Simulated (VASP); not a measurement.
Output of a VASP run:

OSZICAR:
```
       N       E                     dE             d eps       ncg     rms          rms(c)
DAV:   1     0.116986680834E+03    0.11699E+03   -0.75269E+03  3310   0.130E+03
DAV:   2    -0.502149373466E+01   -0.12201E+03   -0.11942E+03  3536   0.451E+02
DAV:   3    -0.103862119731E+02   -0.53647E+01   -0.50968E+01  5022   0.778E+01
DAV:   4    -0.106330809984E+02   -0.24687E+00   -0.24407E+00  4590   0.153E+01
DAV:   5    -0.106438327841E+02   -0.10752E-01   -0.10705E-01  5124   0.257E+00    0.705E+00
DAV:   6    -0.102558934123E+02    0.38794E+00   -0.77487E-01  5106   0.118E+01    0.247E+00
DAV:   7    -0.102119759261E+02    0.43917E-01   -0.23390E-01  5162   0.641E+00    0.954E-01
DAV:   8    -0.102172241366E+02   -0.52482E-02   -0.12697E-02  3846   0.174E+00    0.512E-02
DAV:   9    -0.102172677853E+02   -0.43649E-04   -0.11103E-03  5702   0.368E-01    0.456E-02
DAV:  10    -0.102172871895E+02   -0.19404E-04   -0.29096E-05  4112   0.844E-02    0.166E-02
DAV:  11    -0.102172791848E+02    0.80048E-05   -0.64384E-06  3686   0.514E-02    0.294E-03
DAV:  12    -0.102172790796E+02    0.10513E-06   -0.28902E-07  3984   0.754E-03    0.108E-03
DAV:  13    -0.102172788995E+02    0.18011E-06   -0.25146E-08  1988   0.237E-03    0.250E-04
DAV:  14    -0.102172788945E+02    0.49999E-08   -0.82149E-09  1916   0.160E-03
   1 F= -.10217279E+02 E0= -.10217279E+02  d E =0.000000E+00
```

### OUTCAR
```
------------------------ aborting loop because EDIFF is reached ----------------------------------------
  FORCE on cell =-STRESS in cart. coord.  units (eV):
  Direction    XX          YY          ZZ          XY          YZ          ZX
  --------------------------------------------------------------------------------------
  Total       -0.0329232     -0.0329232     -0.0329232      0.0000000      0.0000000      0.0000000
  in kB       -2.9103961     -2.9103961     -2.9103961      0.0000000      0.0000000      0.0000000
  external PRESSURE =      -2.9103961 kB  Pullay stress =       0.0000000 kB
  volume of cell :       18.12
      direct lattice vectors                 reciprocal lattice vectors
    -1.654754138  1.654754138  1.654754138     0.000000000  0.302159692  0.302159692
     1.654754138 -1.654754138  1.654754138     0.302159692  0.000000000  0.302159692
     1.654754138  1.654754138 -1.654754138     0.302159692  0.302159692  0.000000000
 POSITION                                       TOTAL-FORCE (eV/Angst)
 -----------------------------------------------------------------------------------
      0.00000      0.00000      0.00000         0.000000      0.000000      0.000000
 -----------------------------------------------------------------------------------
    total drift:                               -0.000000      0.000000      0.000000
  FREE ENERGIE OF THE ION-ELECTRON SYSTEM (eV)
  ---------------------------------------------------
  free  energy   TOTEN  =       -10.2172788945 eV

  energy  without entropy=      -10.2172788945  energy(sigma->0) =      -10.21727889

 total charge

# of ion       s       p       d       tot
------------------------------------------
    1        2.221   5.997   2.499  10.716
```
(Selected blocks of OUTCAR.)

### POSCAR
```
Nb
1
   -1.6547541382     1.6547541382     1.6547541382
    1.6547541382    -1.6547541382     1.6547541382
    1.6547541382     1.6547541382    -1.6547541382
Nb
1
Direct
  0.0000000000   0.0000000000   0.0000000000
```

### Question
Write an INCAR and KPOINTS that could have produced this output.

### Answer
This is not unique; one that fits is the input of the run itself, PBE GGA, plane waves, VASP's PBE PAW potentials (set 64).

**KPOINTS**
```
Automatic
0
G
17 17 17
```

INCAR:
```
SYSTEM = Nb
PREC = Accurate
ENCUT = 520
EDIFF = 1E-7
NELM = 100
ALGO = Normal
LREAL = .FALSE.
LASPH = .TRUE.
ISMEAR = -5
GGA = PE
LMAXMIX = 4
LWAVE = .FALSE.
LCHARG = .TRUE.
LORBIT = 11
NEDOS = 601
ISIF = 2
```

POTCAR, in this order: Nb_sv (PBE.64 set). Program: vasp_std.

For a metal the tetrahedron method with Blöchl corrections gives inexact stress and forces.

The compound is Nb in the bcc structure. It was relaxed first.
